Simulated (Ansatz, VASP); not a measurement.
# LiSiO2 (Li(110)/SiO2(001) interface) in two plane-wave programs, part 2 of 2

Aim: how closely do two programs agree when they are given the same cell, functional and k mesh? Of the first pair: The structure shown is the start of the Ansatz relaxation below; VASP solves that cell, so the two are compared at the walk's first step.

VASP 6.6.1 and Ansatz 0.2.0.

So far. Step 4 (Differences): The forces differ by 18 meV/Å r.m.s., which is 1.1 % of the r.m.s. force of 1.609 eV/Å (both taken over all components).

**5. Ansatz: relaxation, RPBE**

Level of this step: Ansatz beside VASP: Kohn-Sham DFT, plane waves, RPBE (Ansatz).

This run makes the geometry at which the two programs are then compared.

The structure compared here is the end of the Ansatz relaxation.

input.yaml reads:

```yaml
crystal:
  lattice:
    - [15.0676, 0.0, 0.0]
    - [-2.31809, 11.59046, 0.0]
    - [0.0, 0.0, 20.76274]
  atoms:
    - { symbol: Li, position: [0.10234, 0.75145, 0.2877] }
    - { symbol: Li, position: [0.14936, 0.62589, 0.40804] }
    - { symbol: Li, position: [0.30303, 0.75476, 0.28948] }
    - { symbol: Li, position: [0.34828, 0.62518, 0.41004] }
    - { symbol: Li, position: [0.49993, 0.74939, 0.29056] }
    - { symbol: Li, position: [0.55038, 0.6256, 0.40708] }
    - { symbol: Li, position: [0.70218, 0.75025, 0.28932] }
    - { symbol: Li, position: [0.75108, 0.62445, 0.409] }
    - { symbol: Li, position: [0.89908, 0.75236, 0.291] }
    - { symbol: Li, position: [0.94958, 0.62527, 0.40732] }
    - { symbol: Li, position: [0.00171, 0.50061, 0.28845] }
    - { symbol: Li, position: [0.05004, 0.3749, 0.40864] }
    - { symbol: Li, position: [0.19983, 0.50044, 0.28878] }
    - { symbol: Li, position: [0.25084, 0.37627, 0.40733] }
    - { symbol: Li, position: [0.40046, 0.50248, 0.28839] }
    - { symbol: Li, position: [0.44867, 0.37595, 0.40898] }
    - { symbol: Li, position: [0.60056, 0.50199, 0.28893] }
    - { symbol: Li, position: [0.64937, 0.37757, 0.4084] }
    - { symbol: Li, position: [0.80089, 0.50162, 0.28779] }
    - { symbol: Li, position: [0.85127, 0.37246, 0.40791] }
    - { symbol: Li, position: [0.09897, 0.2485, 0.28875] }
    - { symbol: Li, position: [0.14855, 0.12438, 0.40921] }
    - { symbol: Li, position: [0.301, 0.2495, 0.28844] }
    - { symbol: Li, position: [0.34835, 0.12211, 0.4076] }
    - { symbol: Li, position: [0.50137, 0.25125, 0.28921] }
    - { symbol: Li, position: [0.54869, 0.12429, 0.40981] }
    - { symbol: Li, position: [0.69962, 0.24673, 0.2874] }
    - { symbol: Li, position: [0.74733, 0.12063, 0.40924] }
    - { symbol: Li, position: [0.90054, 0.25281, 0.28894] }
    - { symbol: Li, position: [0.9489, 0.12474, 0.40769] }
[... 124 atom lines left out ...]
    - { symbol: Si, position: [0.12407, 0.07471, 0.64554] }
    - { symbol: Si, position: [0.92486, 0.0243, 0.71084] }
    - { symbol: O, position: [0.00264, 0.04485, 0.64672] }
    - { symbol: O, position: [0.8482, 0.00263, 0.64594] }
    - { symbol: O, position: [0.92593, 0.86685, 0.71133] }
    - { symbol: O, position: [0.92396, 0.1729, 0.71006] }
kpoints:
  mp_grid: { grid: [1, 1, 1] }
hamiltonian:
  xc: rpbe
scf:
  occupations: { method: gaussian, width: 0.025 }
output:
  forces: true
relax:
  f_tol: 0.05
  max_steps: 109
```

On the command line:

```console
ansatz run input.yaml --threads 4 --pin off --max-ram 8192MiB --backend cpu --events-out ev --progress --plain --runs-dir out
```

Numbers of over 12 decimals in the logs are rounded to 6 here.

Log:

```text
[...]
Crystal: 160 atoms, lattice volume = 3626.014 Å³
Basis set: ecut = 420 eV, 70837 PW (Γ), exchange–correlation on 216×160×288 points (8 copies of the dense FFT grid, shifted against one another)
Bands: 540, of which v1, the nominal top of the filled ones, is band 380 counted from 1 (379 counted from 0)
Symmetry: 1 space group operations
[...]
k-points: 1
[...]
- { symbol: Si, position: [0.522617, 0.919118, 0.766851] }
[...]
- { symbol: Si, position: [0.532666, 0.670343, 0.518257] }
[...]
- { symbol: Si, position: [0.118466, 0.052238, 0.453735] }
    - { symbol: Si, position: [0.922838, 0.016059, 0.482204] }
[...]
- { symbol: Si, position: [0.122536, 0.069080, 0.766541] }
    - { symbol: Si, position: [0.922576, 0.019095, 0.766263] }
    - { symbol: O, position: [0.022691, 0.044165, 0.727581] }
    - { symbol: O, position: [0.822453, -0.00592403, 0.727552] }
    - { symbol: O, position: [0.922550, 0.894066, 0.805307] }
    - { symbol: O, position: [0.922546, 0.144121, 0.805322] }
```

**6. VASP: single point, RPBE, relaxed cell, pair 2**

The same cell, functional, mesh and smearing now go to VASP, with its own data sets.

INCAR reads:

```
SYSTEM = LiSiO2
PREC = Accurate
ENCUT = 650
EDIFF = 1E-06
NELM = 120
ISMEAR = 0
SIGMA = 0.025
LREAL = Auto
ALGO = Normal
GGA = RP
NBANDS = 492
LORBIT = 11
LWAVE = .FALSE.
LCHARG = .FALSE.
ISIF = 2
LASPH = .TRUE.
GGA_COMPAT = .FALSE.
EFERMI = MIDGAP
```

POSCAR reads:

```
LiSiO2
1.0
   15.0676000000      0.0000000000      0.0000000000
   -2.3180900000     11.5904600000      0.0000000000
    0.0000000000      0.0000000000     20.7627400000
Li Si O
40 40 80
Direct
    0.1433400000      0.8278800000      0.2534200000
    0.2342100000      0.7070000000      0.3822700000
    0.3352300000      0.7721000000      0.2653800000
    0.3950900000      0.6373900000      0.3996400000
    0.5150000000      0.7051700000      0.2577100000
    0.6000200000      0.5602200000      0.3771800000
    0.7111000000      0.7000000000      0.2820500000
    0.8269700000      0.6298900000      0.3667800000
    0.9274400000      0.7773400000      0.2472800000
    0.0340700000      0.6724900000      0.3610900000
    0.9351700000      0.5273400000      0.2484400000
    0.0318100000      0.4185200000      0.3628800000
    0.1517800000      0.5805700000      0.2591600000
    0.2386300000      0.4684900000      0.3883200000
    0.3403900000      0.5205200000      0.2666500000
    0.4447600000      0.3955200000      0.3921800000
    0.5262100000      0.4542700000      0.2484200000
    0.6126000000      0.3283100000      0.3770700000
    0.7194500000      0.4462000000      0.2596900000
    0.8252800000      0.3639800000      0.3602000000
    0.1420200000      0.3240300000      0.2873400000
    0.2361900000      0.2192200000      0.3864500000
    0.3351800000      0.2719200000      0.2604400000
    0.3965100000      0.1370200000      0.3900800000
    0.5147100000      0.2050500000      0.2673200000
    0.6105700000      0.0591000000      0.3774600000
    0.7078400000      0.1945600000      0.2513500000
    0.8199900000      0.1136800000      0.3569500000
    0.9209800000      0.2712900000      0.2472200000
    0.0277500000      0.1727900000      0.3631300000
[... 124 atom lines left out ...]
    0.9224600000      0.8893600000      0.5170100000
    0.9220700000      0.1404800000      0.5197000000
    0.0226900000      0.0441700000      0.7275800000
    0.8224500000      0.9940800000      0.7275500000
    0.9225500000      0.8940700000      0.8053100000
    0.9225500000      0.1441200000      0.8053200000
```

KPOINTS reads:

```
Automatic mesh
0
Gamma
1 1 1
0 0 0
```

The projector-augmented-wave data sets are Li_sv, Si and O (PBE family, release 64).

On the command line:

```console
export OMP_NUM_THREADS=3
mpirun -np 1 vasp_gam
```

Log:

```text
[banner, memory and clock lines left out]
running    1 mpi-ranks, on    1 nodes
[...]
Offloading initialized ...    1 GPUs detected
[...]
[... a notice as in an earlier step ...]

 LDA part: xc-table for (Slater+PW92), standard interpolation
 POSCAR, INCAR and KPOINTS ok, starting setup
[...]
entering main loop
       N       E                     dE             d eps       ncg     rms          rms(c)
DAV:   1     0.960941639777E+04    0.96094E+04   -0.41694E+05   992   0.176E+03
DAV:   2     0.342936321290E+03   -0.92665E+04   -0.87898E+04  1224   0.421E+02
DAV:   3    -0.949391822280E+03   -0.12923E+04   -0.12799E+04  1192   0.165E+02
DAV:   4    -0.105411575366E+04   -0.10472E+03   -0.10359E+03  1360   0.434E+01
[...]
DAV:  23    -0.949983232671E+03   -0.99383E-05   -0.22495E-06   920   0.214E-03    0.145E-03
DAV:  24    -0.949983236672E+03   -0.40017E-05   -0.91663E-07   808   0.133E-03    0.682E-04
DAV:  25    -0.949983237561E+03   -0.88835E-06   -0.34211E-07   784   0.874E-04
   1 F= -.94998324E+03 E0= -.94998324E+03  d E =-.342728E-18
```

Parts of OUTCAR (step 6):

```text
  FREE ENERGIE OF THE ION-ELECTRON SYSTEM (eV)
  ---------------------------------------------------
  free  energy   TOTEN  =      -949.9832375607 eV

  energy  without entropy=     -949.9832375607  energy(sigma->0) =     -949.98323756

[... 1 further part left out ...]
```

**7. Comparison**

The two programs side by side:

```
              quantity  Ansatz   VASP  difference
gap on the k mesh (eV)   0.316  0.312      +0.004
```

At this near-relaxed geometry the largest component of a force difference is 51 meV/Å. A gap on the mesh is an upper bound, since the band edges may lie between its points.

**8. What came out**

```
r.m.s. force difference (single point, RPBE, start cell, pair 1)   : 1.1 % of the r.m.s. force
r.m.s. force difference (single point, RPBE, relaxed cell, pair 2) : 15 meV/Å
```

In words: The r.m.s. force difference is 15 meV/Å (single point, RPBE, relaxed cell, pair 2), beyond the 12 meV/Å picked in this series as the mark of a large difference. What causes the difference of the single point, RPBE, relaxed cell, pair 2 pair stays open here. Such differences can come from data sets, numerical settings and the points named under the comparisons, not from the functional's error against experiment.

[Lines on the potential files, build, host, timing and source positions are cut from VASP's logs without a mark.]

[Logs are printed without paths, hosts, clocks, repeated set-up lines and the standing remarks that a program may print on its own settings, such as how far it seeks lower states.]

[Hosts, paths, dates, database ids (printed as entryN), source tags and the programs' standing remarks are cut or masked in the printed files.]
